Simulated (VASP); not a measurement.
Input:

```yaml
crystal:
  lattice:
    - [-1.47131, 1.47131, 1.47131]
    - [1.47131, -1.47131, 1.47131]
    - [1.47131, 1.47131, -1.47131]
  atoms:
    - { symbol: V, position: [0.00000, 0.00000, 0.00000] }
```

All values below come from rev-vdW-DF2, VASP's PBE PAW potentials (set 64) (plane waves; VASP). Settings: 520 eV cut-off, 17×17×17 Γ-centred mesh, first-order Methfessel-Paxton smearing of 0.10 eV, potentials V_sv.

Q: Give the stress tensor in GPa (positive for a compressed cell).

A: 
```
6.37  0.00  0.00
0.00  6.37  0.00
0.00  0.00  6.37
```
The pressure is its mean diagonal, 6.37 GPa.

The compound is V in the bcc structure. This cell is one point of a volume scan, at 0.97 of the reference volume. The run is not spin-polarised, so no magnetic state was tried.
